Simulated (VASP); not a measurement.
Here is the system:

```
CELL_PARAMETERS angstrom
      1.62523    -5.01997     0.00000
      1.62523     5.01997     0.00000
      0.00000     0.00000     4.11257
ATOMIC_POSITIONS crystal
  P  0.10557 0.89443 0.92685
  P  0.39443 0.60557 0.42685
  P  0.60557 0.39443 0.57315
  P  0.89443 0.10557 0.07315
```

Computed with PBEsol GGA, VASP's PBE PAW potentials (set 64) (plane waves; VASP). Numerical set-up: 520 eV cut-off, 10×10×7 Γ-centred mesh, first-order Methfessel-Paxton smearing of 0.10 eV, potentials P.

Without a dispersion term in the relaxation, distances and binding between the weakly bound layers, chains or molecules are unreliable, and so is what depends on them.

Q: The ions and cell shape at fixed volume are relaxed. Predict the relaxed structure.

A: 
```
CELL_PARAMETERS angstrom
      1.66591    -5.01875     0.00000
      1.66591     5.01875     0.00000
      0.00000     0.00000     4.01311
ATOMIC_POSITIONS crystal
  P  0.10866 0.89134 0.93438
  P  0.39134 0.60866 0.43438
  P  0.60866 0.39134 0.56562
  P  0.89134 0.10866 0.06562
```
Space group Cmce (64), at a tolerance of 0.03 Å.

Q: How much energy does the relaxation gain?

A: The energy (σ→0) changes by -13.8 meV/atom, in 9 ionic steps.

```json
[
 {"step": "1", "E(σ→0) (eV)": "-22.9670", "max force (eV/Å)": "0.566", "pressure (GPa)": "6.33", "volume (Å³)": "67.11"},
 {"step": "2", "E(σ→0) (eV)": "-23.0084", "max force (eV/Å)": "0.145", "pressure (GPa)": "3.73", "volume (Å³)": "67.11"},
 {"step": "3", "E(σ→0) (eV)": "-23.0124", "max force (eV/Å)": "0.092", "pressure (GPa)": "2.66", "volume (Å³)": "67.11"},
 {"step": "4", "E(σ→0) (eV)": "-23.0192", "max force (eV/Å)": "0.057", "pressure (GPa)": "2.28", "volume (Å³)": "67.11"},
 {"step": "5", "E(σ→0) (eV)": "-23.0197", "max force (eV/Å)": "0.107", "pressure (GPa)": "2.14", "volume (Å³)": "67.11"},
 {"step": "6", "E(σ→0) (eV)": "-23.0209", "max force (eV/Å)": "0.013", "pressure (GPa)": "1.96", "volume (Å³)": "67.11"},
 {"step": "7", "E(σ→0) (eV)": "-23.0210", "max force (eV/Å)": "0.020", "pressure (GPa)": "2.01", "volume (Å³)": "67.11"},
 {"step": "8", "E(σ→0) (eV)": "-23.0216", "max force (eV/Å)": "0.016", "pressure (GPa)": "1.95", "volume (Å³)": "67.11"},
 {"step": "9", "E(σ→0) (eV)": "-23.0220", "max force (eV/Å)": "0.009", "pressure (GPa)": "1.82", "volume (Å³)": "67.11"}
]
```

The compound is P in the black structure. This cell is one point of a volume scan, at 0.94 of the reference volume. Symmetry was kept, so distortions that lower it aren't found.
